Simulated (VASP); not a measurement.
Given:

```
CELL_PARAMETERS angstrom
      4.00242     0.00000     0.00000
      0.00000     4.00242     0.00000
      0.00000     0.00000     6.36440
ATOMIC_POSITIONS crystal
  Cu 0.50000 0.50000 0.00000
  Cu 0.00000 0.00000 0.00000
  I  0.50000 0.00000 0.26633
  I  0.00000 0.50000 0.73367
```

Computed with PBEsol GGA, VASP's PBE PAW potentials (set 64) (plane waves; VASP). Settings: 400 eV cut-off, 6×6×4 Γ-centred mesh, tetrahedra with Blöchl corrections, potentials Cu I.

Without a dispersion term in the relaxation, distances and binding between the weakly bound layers, chains or molecules are unreliable, and so is what depends on them. Unless said otherwise, spin-orbit coupling is left out, though it shifts the bands of the heavy elements here.

Q: Estimate the energy per atom (σ→0), band gap (on the k-mesh) with the smallest direct gap where there is one.

A: 
```
Quantity                                     Result
-----------------------------------  --------------
band gap (on the k-mesh)                    1.51 eV
smallest direct gap (on the k-mesh)         1.51 eV
energy per atom (σ→0)                -3160 meV/atom
```

Total energies compare only between runs with the same potentials, cut-off and functional.

The structure comes from a computed database's CuI entry (P4/nmm); how it stands against other phases isn't given here. It was relaxed first, which changed the volume by -7 %.
